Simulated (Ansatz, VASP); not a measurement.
## FeSi2 (Linzhiite): VASP beside Ansatz

Aim: how closely do two programs agree when they are given the same cell, functional and k mesh? The cell is taken from a series of runs on this material, whose earlier steps may have relaxed, scaled, displaced or heated it; both programs get it as it stands.

Method: plane waves, with VASP 6.6.1 beside it; zone-centre phonons at PBEsol, in Ansatz 0.2.0.

**1. The structure**

It takes space group P4/mmm (No. 123, tetragonal). The conventional cell has a = 2.703 Å, b = 2.703 Å, c = 5.085 Å, α = 90.00°, β = 90.00°, γ = 90.00°. Nearest to Si lie 1 Si at 2.33 Å and 4 Fe at 2.36 Å. Nearest to Fe lie 8 Si at 2.36 Å. Farther neighbours are not listed.

**2. VASP: zone-centre phonons, PBEsol**

Second derivatives magnify differences that forces hide, and they need a tight electronic threshold.

Lines of VASP's logs that name or quote its potential files are left out, and so is its time.

INCAR reads:

```
SYSTEM = FeSi2
PREC = Accurate
ENCUT = 600
EDIFF = 1E-08
NELM = 120
ISMEAR = 1
SIGMA = 0.2
LREAL = .FALSE.
ALGO = Normal
GGA = PS
NBANDS = 14
LASPH = .TRUE.
LORBIT = 11
LWAVE = .FALSE.
LCHARG = .FALSE.
ISIF = 2
IBRION = 8
GGA_COMPAT = .FALSE.
KPAR = 2
```

POSCAR reads:

```
FeSi2
1.0
    2.7025822667      0.0000000000      0.0000000000
    0.0000000000      2.7025822667      0.0000000000
    0.0000000000      0.0000000000      5.0853903874
Si Fe
2 1
Direct
    0.5000000000      0.5000000000      0.2710248910
    0.5000000000      0.5000000000      0.7289751090
    0.0000000000      0.0000000000      0.0000000000
```

KPOINTS reads:

```
Automatic mesh
0
Gamma
16 16 8
0 0 0
```

Potentials, in the order of the species: Si and Fe (PBE family, release 64).

The run is started by

```sh
$ mpirun -np 2 vasp_std
```

Numbers of over 12 decimals in the logs are rounded to 6 here.

What it wrote:

```text
[banner, memory and clock lines left out]
running    2 mpi-ranks, on    1 nodes
 distrk:  each k-point on    1 cores,    2 groups
 distr:  one band on    1 cores,    1 groups

 POSCAR found type information on POSCAR SiFe
 POSCAR found :  2 types and       3 ions
|                                                                             |
|               ----> ADVICE to this user running VASP <----                  |
|                                                                             |
|     You enforced a specific xc type in the INCAR file but a different       |
|     [... a line on the potential file left out ...]
|     I HOPE YOU KNOW WHAT YOU ARE DOING!                                     |
|                                                                             |

 LDA part: xc-table for (Slater+PW92), standard interpolation
 POSCAR, INCAR and KPOINTS ok, starting setup
 FFT: planning ... GRIDC
 FFT: planning ... GRID_SOFT
 FFT: planning ... GRID
 WAVECAR not read
 entering main loop
       N       E                     dE             d eps       ncg     rms          rms(c)
DAV:   1     0.660373026259E+02    0.66037E+02   -0.77344E+03  6332   0.129E+03
DAV:   2    -0.195287907613E+02   -0.85566E+02   -0.76082E+02  6420   0.229E+02
DAV:   3    -0.236787674633E+02   -0.41500E+01   -0.39646E+01  8608   0.559E+01
DAV:   4    -0.237749687410E+02   -0.96201E-01   -0.96077E-01  7104   0.785E+00
DAV:   5    -0.237775277565E+02   -0.25590E-02   -0.25586E-02  8732   0.139E+00    0.176E+01
DAV:   6    -0.272869763182E+02   -0.35094E+01   -0.20993E+01  8044   0.109E+02    0.209E+01
DAV:   7    -0.220671122535E+02    0.52199E+01   -0.16868E+01  8352   0.963E+01    0.491E+00
DAV:   8    -0.219785619923E+02    0.88550E-01   -0.75202E-01  8092   0.780E+00    0.190E+00
DAV:   9    -0.219449523593E+02    0.33610E-01   -0.75527E-02  8368   0.555E+00    0.714E-01
DAV:  10    -0.219432319501E+02    0.17204E-02   -0.48679E-03  8066   0.689E-01    0.132E-01
DAV:  11    -0.219431868468E+02    0.45103E-04   -0.20881E-04  9076   0.250E-01    0.722E-02
DAV:  12    -0.219431812823E+02    0.55644E-05   -0.24368E-05  9096   0.594E-02    0.161E-02
DAV:  13    -0.219431807056E+02    0.57675E-06   -0.14805E-06  7900   0.118E-02    0.499E-03
DAV:  14    -0.219431807745E+02   -0.68911E-07   -0.12804E-07  7898   0.248E-03    0.200E-03
DAV:  15    -0.219431808412E+02   -0.66741E-07   -0.23393E-08  6960   0.214E-03    0.789E-04
DAV:  16    -0.219431808397E+02    0.14857E-08   -0.19470E-09  4218   0.633E-04
   1 F= -.21943181E+02 E0= -.21943649E+02  d E =0.140503E-02
 Linear response reoptimize wavefunctions to high precision
DAV:   1    -0.219431808391E+02    0.68269E-09   -0.68689E-10  5484   0.197E-04
DAV:   2    -0.219431808391E+02   -0.14779E-11   -0.11121E-10  3912   0.122E-04
 Linear response DOF=           4
 Linear response progress:
  Degree of freedom:   1/  4
       N       E                     dE             d eps       ncg     rms          rms(c)
RMM:   1    -0.124152982924E-01   -0.12415E-01    0.25313E-04 36416   0.874E-01
RMM:   2    -0.116268127097E-01    0.78849E-03   -0.41019E-04 22139   0.397E-01    0.687E-02
RMM:   3    -0.116952012113E-01   -0.68389E-04   -0.26260E-04 26980   0.126E-01    0.381E-02
RMM:   4    -0.117966009322E-01   -0.10140E-03   -0.35944E-05 25244   0.522E-02    0.588E-03
RMM:   5    -0.117950777411E-01    0.15232E-05   -0.64450E-06 28420   0.165E-02    0.321E-03
RMM:   6    -0.117740860629E-01    0.20992E-04   -0.10362E-06 27000   0.745E-03    0.112E-03
RMM:   7    -0.117804550955E-01   -0.63690E-05   -0.89737E-08 25912   0.297E-03    0.339E-04
RMM:   8    -0.117804361512E-01    0.18944E-07   -0.17997E-08 26366   0.980E-04    0.229E-04
RMM:   9    -0.117800872168E-01    0.34893E-06   -0.82573E-09 27699   0.338E-04    0.286E-05
RMM:  10    -0.117800454100E-01    0.41807E-07   -0.65750E-10 28936   0.869E-05    0.131E-05
RMM:  11    -0.117801333555E-01   -0.87946E-07   -0.27981E-10 28141   0.365E-05    0.468E-06
RMM:  12    -0.117801097831E-01    0.23572E-07   -0.30907E-10 27946   0.209E-05    0.149E-06
RMM:  13    -0.117801053788E-01    0.44043E-08   -0.19144E-10 29071   0.138E-05    0.511E-07
 first order change of Fermi-energy   0.22027E-04
 force on displaced ion       1 direction 1 :  -4.767   0.000  -0.001
 Linear response progress:
  Degree of freedom:   2/  4
       N       E                     dE             d eps       ncg     rms          rms(c)
RMM:   1    -0.326510369531E-01   -0.32651E-01    0.10103E-01 14541   0.164E+00
RMM:   2    -0.306569568819E-01    0.19941E-02   -0.15200E-03  8631   0.646E-01    0.183E-01
RMM:   3    -0.312011142391E-01   -0.54416E-03   -0.16636E-03  7906   0.505E-01    0.246E-01
RMM:   4    -0.306965985414E-01    0.50452E-03   -0.81961E-04  7386   0.386E-01    0.756E-02
RMM:   5    -0.308014580370E-01   -0.10486E-03   -0.16676E-04 10187   0.902E-02    0.238E-02
RMM:   6    -0.308200580834E-01   -0.18600E-04   -0.12424E-05  9552   0.307E-02    0.987E-03
RMM:   7    -0.308281377684E-01   -0.80797E-05   -0.20194E-06  8955   0.169E-02    0.159E-03
RMM:   8    -0.308279095825E-01    0.22819E-06   -0.66351E-07 10725   0.605E-03    0.690E-04
RMM:   9    -0.308272115926E-01    0.69799E-06   -0.38146E-08 10402   0.167E-03    0.412E-04
RMM:  10    -0.308274256633E-01   -0.21407E-06   -0.19215E-08 10019   0.647E-04    0.654E-05
RMM:  11    -0.308274017159E-01    0.23947E-07   -0.56007E-09 10609   0.225E-04    0.280E-05
RMM:  12    -0.308273705932E-01    0.31123E-07   -0.10462E-09 10509   0.756E-05    0.859E-06
RMM:  13    -0.308273649848E-01    0.56083E-08   -0.16397E-09 10142   0.353E-05    0.283E-06
 first order change of Fermi-energy   0.43917E-01
 force on displaced ion       1 direction 3 :   0.000  -0.000 -19.471
 Linear response progress:
  Degree of freedom:   3/  4
       N       E                     dE             d eps       ncg     rms          rms(c)
RMM:   1    -0.164404245481E+00   -0.16440E+00   -0.86045E-02 18789   0.251E+00
RMM:   2    -0.164033311792E+00    0.37093E-03   -0.19160E-03 15258   0.531E-01    0.207E-01
RMM:   3    -0.163838810762E+00    0.19450E-03   -0.35782E-04 17795   0.133E-01    0.123E-01
RMM:   4    -0.164263811921E+00   -0.42500E-03   -0.35544E-04 18145   0.134E-01    0.979E-03
RMM:   5    -0.164204556845E+00    0.59255E-04   -0.85749E-06 18333   0.254E-02    0.680E-03
RMM:   6    -0.164197720811E+00    0.68360E-05   -0.12910E-06 15106   0.145E-02    0.591E-03
RMM:   7    -0.164191217114E+00    0.65037E-05   -0.31791E-07 14795   0.847E-03    0.785E-04
RMM:   8    -0.164185453481E+00    0.57636E-05   -0.10454E-07 18993   0.227E-03    0.318E-04
RMM:   9    -0.164184337065E+00    0.11164E-05   -0.11012E-08 17860   0.743E-04    0.916E-05
RMM:  10    -0.164183611105E+00    0.72596E-06   -0.22068E-09 19167   0.239E-04    0.449E-05
RMM:  11    -0.164183643973E+00   -0.32868E-07   -0.13010E-09 18656   0.929E-05    0.129E-05
RMM:  12    -0.164183660273E+00   -0.16300E-07   -0.13593E-09 19146   0.435E-05    0.309E-06
RMM:  13    -0.164183657262E+00    0.30113E-08   -0.13864E-09 19649   0.241E-05    0.800E-07
 first order change of Fermi-energy   0.52048E-03
 force on displaced ion       3 direction 1 :  -8.577   0.000   0.000
 Linear response progress:
  Degree of freedom:   4/  4
       N       E                     dE             d eps       ncg     rms          rms(c)
RMM:   1    -0.187474753631E+00   -0.18747E+00   -0.10113E-01 11456   0.237E+00
RMM:   2    -0.181012796956E+00    0.64620E-02   -0.19370E-03  8016   0.743E-01    0.233E-01
RMM:   3    -0.180148604949E+00    0.86419E-03   -0.17132E-03  9813   0.280E-01    0.125E-01
RMM:   4    -0.180271430411E+00   -0.12283E-03   -0.36087E-04 10062   0.109E-01    0.583E-02
RMM:   5    -0.180548102344E+00   -0.27667E-03   -0.11449E-04  9666   0.870E-02    0.127E-02
RMM:   6    -0.180557301048E+00   -0.91987E-05   -0.69544E-06  8327   0.310E-02    0.721E-03
RMM:   7    -0.180562012557E+00   -0.47115E-05   -0.23894E-06  9320   0.134E-02    0.287E-03
RMM:   8    -0.180545187096E+00    0.16825E-04   -0.52237E-07  9918   0.502E-03    0.586E-04
RMM:   9    -0.180545347503E+00   -0.16041E-06   -0.50855E-08 10234   0.166E-03    0.522E-04
RMM:  10    -0.180544138169E+00    0.12093E-05   -0.65927E-09 10588   0.427E-04    0.253E-04
RMM:  11    -0.180544280805E+00   -0.14264E-06   -0.44099E-09 10292   0.298E-04    0.414E-05
RMM:  12    -0.180544360531E+00   -0.79726E-07   -0.27908E-09 10806   0.107E-04    0.188E-05
RMM:  13    -0.180544341529E+00    0.19002E-07   -0.98647E-10 10637   0.446E-05    0.107E-05
RMM:  14    -0.180544372256E+00   -0.30727E-07   -0.11866E-09 10251   0.276E-05    0.142E-06
RMM:  15    -0.180544369170E+00    0.30865E-08   -0.11890E-09 10990   0.208E-05    0.136E-06
 first order change of Fermi-energy   0.36021E-02
 force on displaced ion       3 direction 3 :  -0.000   0.000 -13.415
 Linear response finished
```

Parts of OUTCAR (step 2):

```text
ion  position               nearest neighbor table
   1  0.500  0.500  0.271-   2 2.33   3 2.36   3 2.36   3 2.36   3 2.36   2 2.76
   2  0.500  0.500  0.729-   1 2.33   3 2.36   3 2.36   3 2.36   3 2.36   1 2.76
   3  0.000  0.000  0.000-   1 2.36   2 2.36   1 2.36   2 2.36   1 2.36   2 2.36   1 2.36   2 2.36

  LATTYP: Found a simple tetragonal cell.
 ALAT       =     2.7025822667
 C/A-ratio  =     1.8816782934

 Subroutine GETGRP returns: Found 16 space group operations
 (whereof 16 operations were pure point group operations)

The static configuration has the point symmetry D_4h.

 Found    225 irreducible k-points:

   k-points           NKPTS =    225   k-points in BZ     NKDIM =    225   number of bands    NBANDS=     14

   dimension x,y,z NGX =    24 NGY =   24 NGZ =   42
   dimension x,y,z NGXF=    48 NGYF=   48 NGZF=   84

   ENCUT  =  600.0 eV  44.10 Ry    6.64 a.u.   5.40  5.40 10.16*2*pi/ulx,y,z

   NELECT =      16.0000    total number of electrons

 k-points in reciprocal lattice and weights: Automatic mesh
   0.00000000  0.00000000  0.00000000       0.000
   0.06250000  0.00000000  0.00000000       0.002
   0.12500000  0.00000000  0.00000000       0.002
   0.18750000  0.00000000  0.00000000       0.002
   0.25000000  0.00000000  0.00000000       0.002
   0.31250000  0.00000000  0.00000000       0.002
   0.37500000  0.00000000  0.00000000       0.002
   0.43750000  0.00000000  0.00000000       0.002
   0.50000000  0.00000000  0.00000000       0.001
[...]
0.50000000  0.43750000  0.50000000       0.002
   0.50000000  0.50000000  0.50000000       0.000

 average (electrostatic) potential at core
       1 -79.7871       2 -79.7871       3 -39.4002

  Total       -0.8107844     -0.8107844      0.1013642      0.0000000      0.0000000      0.0000000
  in kB      -34.9730757    -34.9730757      4.3723321      0.0000000      0.0000000      0.0000000
  external PRESSURE =     -21.8579398 kB  Pullay stress =       0.0000000 kB

  energy-cutoff  :      600.00
  volume of cell :       37.14
      direct lattice vectors                 reciprocal lattice vectors
     2.702582267  0.000000000  0.000000000     0.370016488  0.000000000  0.000000000
     0.000000000  2.702582267  0.000000000     0.000000000  0.370016488  0.000000000
     0.000000000  0.000000000  5.085390387     0.000000000  0.000000000  0.196641737

 POSITION                                       TOTAL-FORCE (eV/Angst)
 -----------------------------------------------------------------------------------
      1.35129      1.35129      1.37827        -0.000000      0.000000      0.015486
      1.35129      1.35129      3.70712         0.000000     -0.000000     -0.015486
      0.00000      0.00000      0.00000        -0.000000     -0.000000      0.000000
 -----------------------------------------------------------------------------------
    total drift:                               -0.000000      0.000000      0.000000

 Eigenvectors and eigenvalues of the dynamical matrix
 ----------------------------------------------------

   1 f  =   16.746456 THz   105.221086 2PiTHz  558.601642 cm-1    69.257746 meV
             X         Y         Z           dx          dy          dz
      1.351291  1.351291  1.378267     0.000000    0.000000    0.707107
      1.351291  1.351291  3.707123     0.000000    0.000000   -0.707107
      0.000000  0.000000  0.000000    -0.000000   -0.000000    0.000000

   2 f  =   10.822992 THz    68.002862 2PiTHz  361.016142 cm-1    44.760277 meV
             X         Y         Z           dx          dy          dz
      1.351291  1.351291  1.378267    -0.000000    0.000000   -0.499400
      1.351291  1.351291  3.707123    -0.000000    0.000000   -0.499400
      0.000000  0.000000  0.000000    -0.000000   -0.000000    0.707955

   3 f  =    8.653013 THz    54.368486 2PiTHz  288.633455 cm-1    35.785971 meV
             X         Y         Z           dx          dy          dz
      1.351291  1.351291  1.378267    -0.498484   -0.029323    0.000000
      1.351291  1.351291  3.707123    -0.498484   -0.029323   -0.000000
      0.000000  0.000000  0.000000     0.706809    0.041578    0.000000

   4 f  =    8.653013 THz    54.368486 2PiTHz  288.633455 cm-1    35.785971 meV
             X         Y         Z           dx          dy          dz
      1.351291  1.351291  1.378267     0.029323   -0.498484    0.000000
      1.351291  1.351291  3.707123     0.029323   -0.498484    0.000000
      0.000000  0.000000  0.000000    -0.041578    0.706809    0.000000

   5 f  =    6.755238 THz    42.444414 2PiTHz  225.330497 cm-1    27.937408 meV
             X         Y         Z           dx          dy          dz
      1.351291  1.351291  1.378267    -0.670446   -0.224726    0.000000
      1.351291  1.351291  3.707123     0.670446    0.224726   -0.000000
      0.000000  0.000000  0.000000     0.000000    0.000000    0.000000

   6 f  =    6.755238 THz    42.444414 2PiTHz  225.330497 cm-1    27.937408 meV
             X         Y         Z           dx          dy          dz
      1.351291  1.351291  1.378267    -0.224726    0.670446   -0.000000
      1.351291  1.351291  3.707123     0.224726   -0.670446    0.000000
      0.000000  0.000000  0.000000     0.000000   -0.000000    0.000000

   7 f/i=    0.001157 THz     0.007270 2PiTHz    0.038594 cm-1     0.004785 meV
             X         Y         Z           dx          dy          dz
      1.351291  1.351291  1.378267     0.499655    0.031609    0.000000
      1.351291  1.351291  3.707123     0.499655    0.031609    0.000000
      0.000000  0.000000  0.000000     0.704772    0.044585    0.000000

   8 f/i=    0.001157 THz     0.007270 2PiTHz    0.038594 cm-1     0.004785 meV
             X         Y         Z           dx          dy          dz
      1.351291  1.351291  1.378267     0.031609   -0.499655   -0.000000
      1.351291  1.351291  3.707123     0.031609   -0.499655   -0.000000
      0.000000  0.000000  0.000000     0.044585   -0.704772   -0.000000

   9 f/i=    0.002619 THz     0.016455 2PiTHz    0.087359 cm-1     0.010831 meV
             X         Y         Z           dx          dy          dz
      1.351291  1.351291  1.378267    -0.000000    0.000000   -0.500600
      1.351291  1.351291  3.707123    -0.000000    0.000000   -0.500600
      0.000000  0.000000  0.000000    -0.000000    0.000000   -0.706258

 ELASTIC MODULI CONTR FROM IONIC RELAXATION (kBar)
 Direction    XX          YY          ZZ          XY          YZ          ZX
 --------------------------------------------------------------------------------
 XX        -155.0109   -155.0109     43.9600      0.0000      0.0000      0.0000
 YY        -155.0109   -155.0109     43.9600      0.0000      0.0000      0.0000
 ZZ          43.9600     43.9600    -12.4668      0.0000     -0.0000     -0.0000
 XY           0.0000      0.0000      0.0000      0.0000      0.0000      0.0000
 YZ           0.0000      0.0000     -0.0000      0.0000   -501.7130      0.0000
 ZX           0.0000      0.0000     -0.0000      0.0000      0.0000   -383.9909
 --------------------------------------------------------------------------------
```

This run has no spin polarisation, so a moment on Fe, if there is one, isn't seen.

[end of part 1 of 2]

[Lines on the potential files, build, host, timing and source positions are cut from VASP's logs without a mark.]

[Logs are printed without paths, hosts, clocks, repeated set-up lines and the standing remarks that a program may print on its own settings, such as how far it seeks lower states.]

[Hosts, paths, dates, database ids (printed as entryN), source tags and the programs' standing remarks are cut or masked in the printed files.]
